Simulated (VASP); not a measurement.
Input:

```xyz
6
Lattice="-2.1486 2.1486 4.0140 2.1486 -2.1486 4.0140 2.1486 2.1486 -4.0140" Properties=species:S:1:pos:R:3 pbc="T T T"
Mo     0.0000     2.1486     3.9094
Mo     0.0000     0.0000     1.9023
Mo     0.0000     0.0000     6.1258
Mo     0.0000     2.1486     0.1047
N      2.1486     0.0000     2.0070
N      0.0000     0.0000     4.0140
```

These are LDA (Ceperley-Alder, Perdew-Zunger), VASP's LDA PAW potentials (set 64) (plane waves; VASP) values and carry that method's errors. Run with 400 eV cut-off, 7×7×7 Γ-centred mesh, Fermi-Dirac smearing of 0.10 eV, potentials Mo_sv N.

Problem. Give the energies of bands 25 to 38 at the high-symmetry points, in eV from the Fermi level.

Solution. 
```tsv
band	Γ	X	P	N	M	S	R
25	-5.15	-2.85	-3.24	-3.55	-4.74	-4.18	-3.34
26	-5.00	-2.85	-3.24	-3.44	-4.74	-4.12	-3.34
27	-4.36	-2.85	-2.79	-3.02	-3.87	-3.73	-2.58
28	-2.09	-2.85	-2.79	-2.70	-3.87	-3.08	-2.58
29	-2.09	-1.80	-1.33	-2.33	-3.50	-2.46	-2.40
30	-1.30	-1.80	-1.33	-2.12	-3.50	-1.94	-2.40
31	-0.90	-1.68	-1.24	-1.83	-0.15	-1.32	-1.72
32	-0.90	-1.68	-1.24	-0.63	-0.15	-1.21	-1.72
33	-0.49	0.06	0.68	-0.30	0.11	-0.34	0.44
34	-0.49	0.06	0.68	-0.03	0.11	-0.21	0.44
35	-0.42	1.41	0.97	0.25	0.51	0.94	1.00
36	0.30	1.41	0.97	1.01	0.51	1.11	1.00
37	1.63	1.57	1.61	1.14	1.60	1.20	1.65
38	2.17	1.57	1.61	1.45	1.60	1.61	1.65
```

It has no gap at this level: it comes out as a metal or semimetal.

The structure comes from a computed database's Mo2N entry (I4_1/amd); how it stands against other phases isn't given here. The cell was not relaxed at this level.
